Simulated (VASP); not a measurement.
Output of a VASP run:

### OSZICAR
```
       N       E                     dE             d eps       ncg     rms          rms(c)
DAV:   1    -0.547076001419E+03   -0.54708E+03   -0.10518E+01   680   0.862E+00    0.147E+01
DAV:   2    -0.547254738722E+03   -0.17874E+00   -0.10283E+00   792   0.262E+00    0.106E+01
DAV:   3    -0.547262787624E+03   -0.80489E-02   -0.23725E-01   776   0.188E+00    0.651E+00
DAV:   4    -0.547267724337E+03   -0.49367E-02   -0.43525E-02   816   0.579E-01    0.380E+00
DAV:   5    -0.547268750574E+03   -0.10262E-02   -0.99181E-03   820   0.262E-01    0.222E+00
DAV:   6    -0.547268585382E+03    0.16519E-03   -0.47771E-03   784   0.243E-01    0.128E+00
DAV:   7    -0.547268565318E+03    0.20064E-04   -0.93024E-04   804   0.101E-01    0.729E-01
DAV:   8    -0.547268556343E+03    0.89756E-05   -0.27251E-04   804   0.453E-02    0.423E-01
DAV:   9    -0.547268551103E+03    0.52399E-05   -0.10467E-04   728   0.327E-02    0.247E-01
DAV:  10    -0.547268551113E+03   -0.10370E-07   -0.28104E-05   616   0.157E-02
   1 F= -.54726855E+03 E0= -.54726855E+03  d E =-.274600E-12  mag=     2.0000
```

File OUTCAR:
```
------------------------ aborting loop because EDIFF is reached ----------------------------------------
  volume of cell :      671.84
      direct lattice vectors                 reciprocal lattice vectors
     8.758331436  0.000000000  0.000000000     0.114176999  0.000000000  0.000000000
     0.000000000  8.758331436  0.000000000     0.000000000  0.114176999  0.000000000
     0.000000000  0.000000000  8.758331436     0.000000000  0.000000000  0.114176999
  FREE ENERGIE OF THE ION-ELECTRON SYSTEM (eV)
  ---------------------------------------------------
  free  energy   TOTEN  =      -547.2685511131 eV

  energy  without entropy=     -547.2685511131  energy(sigma->0) =     -547.26855111

  exchange ACFDT corr.  =         0.00000000  see jH, gK, PRB 81, 115126

 total charge

# of ion       s       p       d       tot
------------------------------------------
    1        0.710   0.974   0.000   1.685
    2        0.708   0.976   0.000   1.684
    3        0.708   0.976   0.000   1.684
    4        0.707   0.978   0.000   1.684
    5        0.710   0.967   0.000   1.676
    6        0.707   0.977   0.000   1.685
    7        0.710   0.967   0.000   1.676
    8        0.710   0.967   0.000   1.677
    9        0.738   0.921   0.000   1.659
   10        0.739   0.922   0.000   1.661
   11        0.707   0.978   0.000   1.685
   12        0.738   0.921   0.000   1.659
   13        0.710   0.967   0.000   1.677
   14        0.710   0.975   0.000   1.685
   15        0.707   0.975   0.000   1.682
   16        0.708   0.976   0.000   1.684
   17        0.708   0.978   0.000   1.686
   18        0.708   0.977   0.000   1.685
   19        0.710   0.975   0.000   1.685
   20        0.708   0.977   0.000   1.685
   21        0.708   0.977   0.000   1.686
   22        0.707   0.975   0.000   1.682
   23        0.708   0.977   0.000   1.685
   24        0.708   0.977   0.000   1.685
   25        0.710   0.967   0.000   1.676
   26        0.707   0.978   0.000   1.685
   27        0.706   0.974   0.000   1.681
   28        0.710   0.967   0.000   1.676
   29        0.706   0.975   0.000   1.681
   30        0.706   0.974   0.000   1.680
   31        0.707   0.975   0.000   1.682
   32        0.838   1.708   0.000   2.547
   33        0.839   1.709   0.000   2.547
   34        0.838   1.709   0.000   2.547
   35        0.834   1.721   0.000   2.555
   36        0.841   1.696   0.000   2.537
   37        0.841   1.696   0.000   2.537
   38        0.834   1.721   0.000   2.555
   39        0.841   1.697   0.000   2.538
   40        0.841   1.697   0.000   2.538
   41        0.841   1.696   0.000   2.538
   42        0.841   1.696   0.000   2.537
   43        0.834   1.721   0.000   2.555
   44        0.836   1.716   0.000   2.552
   45        0.836   1.716   0.000   2.552
   46        0.839   1.703   0.000   2.542
   47        0.852   1.691   0.000   2.544
   48        0.839   1.703   0.000   2.542
   49        0.836   1.716   0.000   2.552
   50        0.853   1.692   0.000   2.545
   51        0.852   1.691   0.000   2.544
   52        0.836   1.716   0.000   2.552
...
```
(Selected blocks of OUTCAR.)

**POSCAR**
```
CrC31Si31
1
    8.7583314357     0.0000000000     0.0000000000
    0.0000000000     8.7583314357     0.0000000000
    0.0000000000     0.0000000000     8.7583314357
Si C Cr
31 31 1
Direct
  0.4981331663   0.0008124338   0.0005405396
  0.7501174001   0.2498394169   0.9996331923
  0.7501118409   0.9998982927   0.2496091596
  0.9994032209   0.0006636213   0.0003249334
  0.2492736140   0.2481474784   0.9996774460
  0.4989698964   0.5011228508   0.9990323238
  0.7519413580   0.7509242509   0.9995414968
  0.2492557370   0.0000895506   0.2479071849
  0.4928672930   0.2432464930   0.2430233617
  0.7574570816   0.5078351037   0.2421997389
  0.4989066036   0.9993810496   0.5007506181
  0.7567089232   0.2432211936   0.5067560000
  0.7517863698   0.0001352739   0.7503597104
  0.9993752511   0.5019489988   0.0003317026
  0.2503487172   0.7497634729   0.0002923252
  0.0000747935   0.2498911448   0.2495270149
  0.2494388909   0.5013135366   0.2493361111
  0.4986572937   0.7506026341   0.2494158063
  0.9991159040   0.0008484681   0.5015433786
  0.2494080849   0.2497076495   0.5009594689
  0.7502749727   0.7505078308   0.5009685368
  0.2502448121   0.0006588935   0.7493715146
  0.4986676050   0.2497079233   0.7502762149
  0.7503415316   0.5012347761   0.7502281981
  0.0001090500   0.7508883919   0.2478328061
  0.0006496263   0.5010261865   0.5007201522
  0.2516128724   0.7483802331   0.5024693749
  0.9999201646   0.2481470369   0.7503833652
  0.2516060556   0.5028265752   0.7480138527
  0.4972087345   0.7483866096   0.7479592359
  0.9993405419   0.7497499637   0.7493055054
  0.6257252846   0.1260814950   0.1258346040
  0.8740900323   0.3743370750   0.1255483823
  0.8739235963   0.1260826233   0.3739119462
  0.1242031504   0.1252022006   0.1248937307
  0.3752771788   0.3764812711   0.1252233719
  0.6235918973   0.6250040949   0.1250733720
  0.8748494325   0.8758726192   0.1248789077
  0.3752133418   0.1255090009   0.3761536544
  0.8746050720   0.6248697479   0.3761157127
  0.6234764616   0.1255760524   0.6244298976
  0.8744420712   0.3764380777   0.6243629254
  0.8747774659   0.1252028725   0.8754869942
  0.1240969300   0.6255464569   0.1243387032
  0.3745071334   0.8760143249   0.1244100082
  0.1247713403   0.3751392253   0.3747171713
  0.3703707453   0.6295906408   0.3706522108
  0.6248617413   0.8751628718   0.3748403443
  0.1239516508   0.1246975868   0.6251284577
  0.3702884367   0.3709345253   0.6293563044
  0.6290883753   0.6295466278   0.6292736187
  0.8752353746   0.8760264823   0.6251076943
  0.3745042010   0.1246317968   0.8756772662
  0.6249172610   0.3750992241   0.8748933439
  0.8753602840   0.6255244481   0.8755923168
  0.1239405130   0.8761454267   0.3760126137
  0.1240462768   0.6254676454   0.6251108007
  0.3744760449   0.8759520455   0.6251206080
  0.1239741560   0.3762794660   0.8756351166
  0.3745254091   0.6255055098   0.8755492946
  0.6237149213   0.8761599926   0.8756610434
  0.1245048967   0.8754861044   0.8751376794
  0.5007469167   0.4990271337   0.4989086348
```

Question: Reconstruct the remaining input files.

Answer: This is not unique; one that fits is the input of the run itself, HSE06 screened hybrid, plane waves, VASP's PBE PAW potentials (set 64).

KPOINTS:
```
kpoints
0
gamma
  1 1 1
```

**INCAR**
```
SYSTEM = CrC31Si31
NUPDOWN = 2
ISIF = 0
MAGMOM = 63*0.0317
ALGO = Normal
LHFCALC = T
ENCUT = 400
PREC = Normal
HFSCREEN = 0.2   ! 1/Angstrom
LMAXMIX = 4   ! l cut-off of mixed one-centre charges
ISPIN = 2   ! spin-polarised
SIGMA = 0.05
ISMEAR = 0   ! Gaussian
EDIFF = 1E-5   ! SCF stop (eV)
NELMIN = 4
LREAL = Auto   ! projection in real space or not
LWAVE = F
LCHARG = F
PRECFOCK = Fast
ISYM = 0
GGA = PE   ! PBE
NELM = 50   ! most electronic steps
LASPH = T   ! aspherical one-centre terms
AEXX = 0.25
LORBIT = 10
```

POTCAR, in this order: Si C Cr_pv (PBE.64 set). Program: vasp_gam. Read from the step before: WAVECAR.

The supercell is sampled at Γ alone, which is coarse: total energies, pressure and levels can be off, energies of defects by several tenths of an eV.

The cell is a supercell with a defect, built from SiC (zinc blende): Cr_Si-vac_C. The cell's shape comes from a PBE relaxation.
